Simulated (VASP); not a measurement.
Data:

```yaml
crystal:
  lattice:
    - [1.79956, -3.11693, 0.00000]
    - [1.79956, 3.11693, 0.00000]
    - [0.00000, 0.00000, 5.38975]
  atoms:
    - { symbol: Sn, position: [0.00000, 0.00000, 0.00000] }
    - { symbol: S, position: [0.33333, 0.66667, 0.27303] }
    - { symbol: S, position: [0.66667, 0.33333, 0.72697] }
```

Computed with PBEsol GGA, VASP's PBE PAW potentials (set 64) (plane waves; VASP). Settings: 500 eV cut-off, 7×7×4 Γ-centred mesh, Gaussian smearing of 0.050 eV, potentials Sn_d S.

Without a dispersion term in the relaxation, distances and binding between the weakly bound layers, chains or molecules are unreliable, and so is what depends on them.

Task: What does the run give for the energy per atom (σ→0), pressure?

Result: 
```
Item                            Value
---------------------  --------------
energy per atom (σ→0)  -4721 meV/atom
pressure                     4.99 GPa
```

Only differences to runs with the same potentials and settings are physical.

The compound is SnS2 in the 1T layered structure. It was relaxed first under an external pressure of 5 GPa.
